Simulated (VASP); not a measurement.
An input for Ansatz (written as the equivalent of a VASP run, and not itself run):

Ansatz 0.2 input:
```yaml
crystal:
  lattice:
    - [-1.8679437, 1.8679437, 4.1207659]
    - [1.8679437, -1.8679437, 4.1207659]
    - [1.8679437, 1.8679437, -4.1207659]
  atoms:
    - { symbol: Al, position: [0.5000000, 0.5000000, 0.0000000] }
    - { symbol: Al, position: [0.7500000, 0.2500000, 0.5000000] }
    - { symbol: Al, position: [0.2500000, 0.7500000, 0.5000000] }
    - { symbol: V, position: [0.0000000, 0.0000000, 0.0000000] }
kpoints:
  mp_grid: { grid: [10, 10, 10] }
hamiltonian:
  xc: pbesol
  pseudopotentials: { kind: paw }
scf:
  occupations: { method: methfessel_paxton, width: 0.1 }
  max_iter: 100
output: { forces: true, stress: true, eigenvalues: true }
```

Problem. Translate this input to VASP (INCAR, KPOINTS, POSCAR, choice of POTCAR).

Solution. This is not unique; one that fits is 
File KPOINTS:
```
Automatic mesh
0
Gamma
10 10 10
0 0 0
```

File POSCAR:
```
Al3V
1
   -1.8679436512     1.8679436512     4.1207658637
    1.8679436512    -1.8679436512     4.1207658637
    1.8679436512     1.8679436512    -4.1207658637
Al V
3 1
Direct
  0.5000000000   0.5000000000   0.0000000000
  0.7500000000   0.2500000000   0.5000000000
  0.2500000000   0.7500000000   0.5000000000
  0.0000000000   0.0000000000   0.0000000000
```

INCAR:
```
# general
SYSTEM =Al3V
PREC   =Accurate
ENCUT  =480
LREAL  =.False.
LASPH  =.True.

# electronic loop
EDIFF  =1E-7
NELM   =100
ALGO   =Normal
LMAXMIX=4

# smearing
ISMEAR =1
SIGMA  =0.1

# functional
GGA    =PS

# ions
ISIF   =2

# output
LWAVE  =.False.
LCHARG =.False.
```

POTCAR, in this order: Al V_sv (PBE.64 set). Program: vasp_std.

The two are equivalent in intent, not identical: each code has its own PAW files, so the cut-off isn't converted (ENCUT is set for VASP's; basis.ecutwfc is left out, and Ansatz then takes the one that its files recommend); Ansatz stops its SCF on the density residual and VASP on the energy change (EDIFF).

The structure comes from a computed database's Al3V entry (I4/mmm); how it stands against other phases isn't given here. It was relaxed first.
